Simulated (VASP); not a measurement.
# P4Pd (P4/mmm) in VASP: reference runs

Reference runs on P4Pd: the cell as given.

Everything below comes from runs of VASP 6.6.1. Logs are shortened: lines on timing, memory, paths and dates and some standing lists are left out, and cuts for length are marked.

### Step 1. The crystal as given

The structure is tetragonal, space group P4/mmm (No. 123). Conventional cell: a = 3.878 Å, b = 3.878 Å, c = 7.611 Å, α = 90.00°, β = 90.00°, γ = 90.00°. Around P (site symmetry 4mm) lie 1 P at 1.97 Å. Around P (site symmetry 4/mmm) lie 2 P at 1.97 Å. P (site symmetry 4/mmm) has 4 P at 2.74 Å as nearest neighbours. Pd (site symmetry 4/mmm) has 8 P at 3.30 Å as nearest neighbours.

The cell was built by a generator and needn't be a form met in nature.

### Step 2. Single point, PBE

INCAR

```
SYSTEM = P4Pd
PREC = Accurate
ENCUT = 520
EDIFF = 1E-7
ISMEAR = -1
SIGMA = 0.05
LREAL = .False.
LASPH = .True.
NELM = 80
ALGO = Normal
ISIF = 2
LWAVE = .False.
LCHARG = .False.
GGA = PE
NBANDS = 23
```

KPOINTS

```
Automatic mesh
0
Gamma
  7 7 4
  0 0 0
```

POSCAR

```
P4Pd
1.0
    3.8777035800      0.0000000000      0.0000000000
    0.0000000000      3.8777035800      0.0000000000
    0.0000000000      0.0000000000      7.6111243000
P Pd
4 1
Direct
    0.0000000000      0.0000000000      0.7583594700
    0.0000000000      0.0000000000      0.2416405300
    0.0000000000      0.0000000000      0.5000000000
    0.5000000000      0.5000000000      0.5000000000
    0.5000000000      0.5000000000      0.0000000000
```

Potentials or basis: VASP PAW PBE potentials, release 64 (P, Pd).

Run with:

```
$ cat potpaw_PBE.64/P/POTCAR potpaw_PBE.64/Pd/POTCAR > POTCAR
$ mpirun -np 1 vasp_std > vasp.out
```

OUTCAR:

```text
SYSTEM = P4Pd
   PREC = Accurate
   ENCUT = 520
   EDIFF = 1E-7
   ISMEAR = -1
   LREAL = .False.
   LASPH = .True.
   NELM = 80
   ISIF = 2
   GGA = PE

 ion  position               nearest neighbor table
   1  0.000  0.000  0.758-   3 1.97
   2  0.000  0.000  0.242-   3 1.97
   3  0.000  0.000  0.500-   1 1.97   2 1.97   4 2.74   4 2.74   4 2.74   4 2.74
   4  0.500  0.500  0.500-   3 2.74   3 2.74   3 2.74   3 2.74
   5  0.500  0.500  0.000-

  LATTYP: Found a simple tetragonal cell.
 ALAT       =     3.8777035800
 C/A-ratio  =     1.9627916737

  Lattice vectors:

 A1 = (   3.8777035800,   0.0000000000,   0.0000000000)
 A2 = (   0.0000000000,   3.8777035800,   0.0000000000)
 A3 = (   0.0000000000,   0.0000000000,   7.6111243000)

Analysis of symmetry for initial positions (statically):
=====================================================================
 Subroutine PRICEL returns:
 Original cell was already a primitive cell.

 Routine SETGRP: Setting up the symmetry group for a
 simple tetragonal supercell.

 Subroutine GETGRP returns: Found 16 space group operations
 (whereof 16 operations were pure point group operations)
 out of a pool of 16 trial point group operations.

The static configuration has the point symmetry D_4h.

Analysis of symmetry for dynamics (positions and initial velocities):
=====================================================================
 Subroutine PRICEL returns:
 Original cell was already a primitive cell.

 Routine SETGRP: Setting up the symmetry group for a
 simple tetragonal supercell.

 Subroutine GETGRP returns: Found 16 space group operations
 (whereof 16 operations were pure point group operations)
 out of a pool of 16 trial point group operations.

The dynamic configuration has the point symmetry D_4h.

 Subroutine INISYM returns: Found 16 space group operations
 (whereof 16 operations are pure point group operations),
 and found     1 'primitive' translations

----------------------------------------------------------------------------------------

                                     Primitive cell

  volume of cell :     114.4453

  direct lattice vectors                    reciprocal lattice vectors
     3.877703580  0.000000000  0.000000000     0.257884591  0.000000000  0.000000000
     0.000000000  3.877703580  0.000000000     0.000000000  0.257884591  0.000000000
     0.000000000  0.000000000  7.611124300     0.000000000  0.000000000  0.131386634

  length of vectors
     3.877703580  3.877703580  7.611124300     0.257884591  0.257884591  0.131386634

  position of ions in fractional coordinates (direct lattice)
     0.000000000  0.000000000  0.758359470
     0.000000000  0.000000000  0.241640530
     0.000000000  0.000000000  0.500000000
     0.500000000  0.500000000  0.500000000
     0.500000000  0.500000000  0.000000000

  ion indices of the primitive-cell ions
   primitive index   ion index
                 1           1
                 2           2
                 3           3
                 4           4
                 5           5

----------------------------------------------------------------------------------------

 KPOINTS: Automatic mesh

Automatic generation of k-mesh.
 Grid dimensions read from file:
 generate k-points for:    7    7    4

 Generating k-lattice:

  Cartesian coordinates                     Fractional coordinates (reciprocal lattice)
     0.036840656  0.000000000  0.000000000     0.142857143  0.000000000  0.000000000
     0.000000000  0.036840656  0.000000000     0.000000000  0.142857143  0.000000000
     0.000000000  0.000000000  0.032846658     0.000000000  0.000000000  0.250000000

  Length of vectors
     0.036840656  0.036840656  0.032846658

  Shift w.r.t. Gamma in fractional coordinates (k-lattice)
     0.000000000  0.000000000  0.000000000

 Subroutine IBZKPT returns following result:
 ===========================================

 Found     30 irreducible k-points:

 Following reciprocal coordinates:
            Coordinates               Weight
  0.000000  0.000000  0.000000      1.000000
  0.142857  0.000000  0.000000      4.000000
  0.285714  0.000000  0.000000      4.000000
  0.428571  0.000000  0.000000      4.000000
  0.142857  0.142857  0.000000      4.000000
  0.285714  0.142857  0.000000      8.000000
[... 16 lines left out ...]
  0.285714  0.000000  0.500000      4.000000
  0.428571  0.000000  0.500000      4.000000
 [... further k-points ...]
   k-points           NKPTS =     30   k-points in BZ     NKDIM =     30   number of bands    NBANDS=     23
   number of dos      NEDOS =    301   number of ions     NIONS =      5
   total plane-waves  NPLWV =  54000
   dimension x,y,z NGX =    30 NGY =   30 NGZ =   60
   dimension x,y,z NGXF=    60 NGYF=   60 NGZF=  120
   ions per type =               4   1
   NGX,Y,Z   is equivalent  to a cutoff of  12.86, 12.86, 13.11 a.u.
   NGXF,Y,Z  is equivalent  to a cutoff of  25.72, 25.72, 26.21 a.u.
 SYSTEM =  P4Pd
   PREC   = accura    normal or accurate (medium, high low for compatibility)
   ISTART =      0    job   : 0-new  1-cont  2-samecut
   ICHARG =      2    charge: 1-file 2-atom 10-const
   ISPIN  =      1    spin polarized calculation?
   LNONCOLLINEAR =      F non collinear calculations
   LSORBIT =      F    spin-orbit coupling
   LASPH  =      T    aspherical Exc in radial PAW
   ENCUT  =  520.0 eV  38.22 Ry    6.18 a.u.   7.21  7.21 14.15*2*pi/ulx,y,z
   NELM   =     80;   NELMIN=  2; NELMDL= -5     # of ELM steps
   EDIFF  = 0.1E-06   stopping-criterion for ELM
   LREAL  =      F    real-space projection
   EDIFFG = 0.1E-05   stopping-criterion for IOM
   NSW    =      0    number of steps for IOM
   IBRION =     -1    ionic relax: 0-MD 1-quasi-New 2-CG
   NFREE  =      0    steps in history (QN), initial steepest desc. (CG)
   ISIF   =      2    stress and relaxation
   ISYM   =      2    0-nonsym 1-usesym 2-fastsym
   POTIM  = 0.5000    time-step for ionic-motion
   TEBEG  =    0.0;   TEEND  =   0.0 temperature during run
   PSTRESS=    0.0 pullay stress
   NELECT =      30.0000    total number of electrons
   NUPDOWN=      -1.0000    fix difference up-down
   EMIN   =  10.00;   EMAX   =-10.00  energy-range for DOS
   EFERMI =   0.00;   METHOD = LEGACY
   ISMEAR =    -1;   SIGMA  =   0.05  broadening in eV -4-tet -1-fermi 0-gaus
   EFERMI_NEDOS =   21; number of points for ismear=-14 and -15
   IALGO  =     38    algorithm
   IMIX   =      4    mixing-type and parameters
     AMIX     =   0.40;   BMIX     =  1.00
     AMIX_MAG =   1.60;   BMIX_MAG =  1.00
  volume/ion in A,a.u.               =      22.89       154.46
  Fermi-wavevector in a.u.,A,eV,Ry     =   1.047730  1.979922 14.935625  1.097737
  Thomas-Fermi vector in A             =   2.182622
   LORBIT       =      0    0 simple, 1 ext, 2 COOP (PROOUT), +10 PAW based schemes
   GGA     = PE    functional components
   LHFCALC =     F    Hartree Fock is set to
   AEXX    =    0.0000 exact exchange contribution
   IVDW    =     0    specifies the selected vdW correction
   LEPSILON=     F    determine dielectric tensor
   LRPA    =     F    only Hartree local field effects (RPA)
 non-spin polarized calculation
  energy-cutoff  :      520.00
  volume of cell :      114.45
 maximum number of plane-waves:      3099
 NGX is ok and might be reduce to    30
   NGX = 15   NGY = 15   NGZ = 29

 number of electron      30.0000003 magnetization

 Free energy of the ion-electron system (eV)
  ---------------------------------------------------
  ext. energy  EPLUGINS =         0.00000000
  ---------------------------------------------------
  free energy    TOTEN  =       -21.06199679 eV

  energy without entropy =      -21.03059099  energy(sigma->0) =      -21.04629389

 E-fermi :   4.1879     XC(G=0):  -9.4782

 val. band max:        4.1772328660   @ k =   0.1429   0.1429   0.0000
 cond. band min:       4.1929374534   @ k =   0.4286   0.0000   0.0000
 fundamental gap:      0.0157045874
 Fermi energy:         4.1878657008

 k-point     1 :       0.0000    0.0000    0.0000
  band No.  band energies     occupation
      1     -10.3496      2.00000
      2      -7.1000      2.00000
      3      -4.7228      2.00000
      4      -2.8619      2.00000
      5       0.0727      2.00000
      6       0.0727      2.00000
[... 15 lines left out ...]
     22       7.9188      0.00000
     23      11.0493      0.00000

 k-point     2 :       0.1429    0.0000    0.0000
  band No.  band energies     occupation
      1     -10.2381      2.00000
      2      -7.0437      2.00000
      3      -4.9014      2.00000
      4      -3.0404      2.00000
      5       0.2229      2.00000
      6       0.3779      2.00000
[... 15 lines left out ...]
     22       8.5345      0.00000
     23      10.6803      0.00000

 k-point     3 :       0.2857    0.0000    0.0000
  band No.  band energies     occupation
      1      -9.9482      2.00000
      2      -6.9100      2.00000
      3      -5.4879      2.00000
      4      -3.0918      2.00000
      5       0.4927      2.00000
      6       0.6435      2.00000
[... 15 lines left out ...]
     22       9.8168      0.00000
     23      10.0903      0.00000

 k-point     4 :       0.4286    0.0000    0.0000
  band No.  band energies     occupation
      1      -9.6548      2.00000
      2      -6.7945      2.00000
      3      -6.0701      2.00000
      4      -2.9384      2.00000
      5       0.5210      2.00000
      6       0.7045      2.00000
[... 15 lines left out ...]
     22      10.1418      0.00000
     23      10.3744      0.00000

 k-point     5 :       0.1429    0.1429    0.0000
  band No.  band energies     occupation
      1     -10.1317      2.00000
      2      -6.9887      2.00000
      3      -5.0333      2.00000
      4      -3.0565      2.00000
      5      -0.4646      2.00000
      6       0.4823      2.00000
[... 15 lines left out ...]
     22       8.7406      0.00000
     23      10.7651      0.00000

 k-point     6 :       0.2857    0.1429    0.0000
  band No.  band energies     occupation
      1      -9.8577      2.00000
      2      -6.8583      2.00000
      3      -5.4723      2.00000
      4      -3.0082      2.00000
      5      -0.5438      2.00000
      6       0.5349      2.00000
[... 15 lines left out ...]
     22      10.2375      0.00000
     23      10.4494      0.00000

 k-point     7 :       0.4286    0.1429    0.0000
  band No.  band energies     occupation
      1      -9.5857      2.00000
      2      -6.7458      2.00000
      3      -5.9455      2.00000
      4      -2.8671      2.00000
      5      -0.0636      2.00000
      6       0.5814      2.00000
[... 353 lines left out ...]
     22       9.0427      0.00000
     23       9.6119      0.00000

 k-point    21 :       0.0000    0.0000    0.5000
  band No.  band energies     occupation
      1     -10.3341      2.00000
      2      -7.2355      2.00000
      3      -4.5684      2.00000
      4      -2.1778      2.00000
      5      -1.0145      2.00000
      6       0.0656      2.00000
[... 15 lines left out ...]
     22       8.2557      0.00000
     23       9.6245      0.00000

 k-point    22 :       0.1429    0.0000    0.5000
  band No.  band energies     occupation
      1     -10.2228      2.00000
      2      -7.1718      2.00000
      3      -4.8160      2.00000
      4      -2.3593      2.00000
      5      -0.9114      2.00000
      6       0.2191      2.00000
[... 15 lines left out ...]
     22       8.1011      0.00000
     23      10.0453      0.00000

 k-point    23 :       0.2857    0.0000    0.5000
  band No.  band energies     occupation
      1      -9.9335      2.00000
      2      -7.0195      2.00000
      3      -5.4698      2.00000
      4      -2.4730      2.00000
      5      -0.6458      2.00000
      6       0.6538      2.00000
[... 15 lines left out ...]
     22       9.6220      0.00000
     23       9.8144      0.00000

 k-point    24 :       0.4286    0.0000    0.5000
  band No.  band energies     occupation
      1      -9.6407      2.00000
      2      -6.8864      2.00000
      3      -6.0642      2.00000
      4      -2.4238      2.00000
      5      -0.3524      2.00000
      6       0.2793      2.00000
[... 15 lines left out ...]
     22       9.3654      0.00000
     23       9.7686      0.00000

 [... further k-points ...]

------------------------ aborting loop because EDIFF is reached ----------------------------------------

  FORCE on cell =-STRESS in cart. coord.  units (eV):
  Direction    XX          YY          ZZ          XY          YZ          ZX
  --------------------------------------------------------------------------------------
  -------------------------------------------------------------------------------------
  Total       -7.8778013     -7.8778013      2.9304089      0.0000000      0.0000000     -0.0000000
  in kB     -110.2852858   -110.2852858     41.0242615      0.0000000      0.0000000     -0.0000000
  external PRESSURE =     -59.8487700 kB  Pullay stress =       0.0000000 kB

 VOLUME and BASIS-vectors are now :
 -----------------------------------------------------------------------------
  energy-cutoff  :      520.00
  volume of cell :      114.45
      direct lattice vectors                 reciprocal lattice vectors
     3.877703580  0.000000000  0.000000000     0.257884591  0.000000000  0.000000000
     0.000000000  3.877703580  0.000000000     0.000000000  0.257884591  0.000000000
     0.000000000  0.000000000  7.611124300     0.000000000  0.000000000  0.131386634

 POSITION                                       TOTAL-FORCE (eV/Angst)
 -----------------------------------------------------------------------------------
      0.00000      0.00000      5.77197         0.000000     -0.000000      3.392886
      0.00000      0.00000      1.83916         0.000000      0.000000     -3.392886
      0.00000      0.00000      3.80556        -0.000000      0.000000      0.000000
      1.93885      1.93885      3.80556        -0.000000      0.000000      0.000000
      1.93885      1.93885      0.00000        -0.000000      0.000000      0.000000
 -----------------------------------------------------------------------------------
    total drift:                                0.000000      0.000000     -0.000000

  FREE ENERGIE OF THE ION-ELECTRON SYSTEM (eV)
  ---------------------------------------------------
  free  energy   TOTEN  =       -21.0619967906 eV

  energy  without entropy=      -21.0305909863  energy(sigma->0) =      -21.04629389
```

Wall time 36 s (1 thread of Intel Xeon 6975P-C (Granite Rapids), shared host); peak memory 0.25 GiB.

What came out:

- Free energy: -21.0620 eV
- Pressure: -6.0 GPa
- Largest force: 3.393 eV/Å
- Band gap on the k mesh: none (metal or under the smearing width)

Forces on the atoms (eV/Å):
```
P    0.000  0.000  3.393
P    0.000  0.000 -3.393
P    0.000  0.000  0.000
P    0.000  0.000  0.000
Pd   0.000  0.000  0.000
```

Stress tensor (GPa, compression positive):
```
-11.03   0.00   0.00
  0.00 -11.03   0.00
  0.00   0.00   4.10
```

Caveat: forces of over 1 eV/Å show positions far from the minimum, so gaps and moduli don't describe the material at rest.
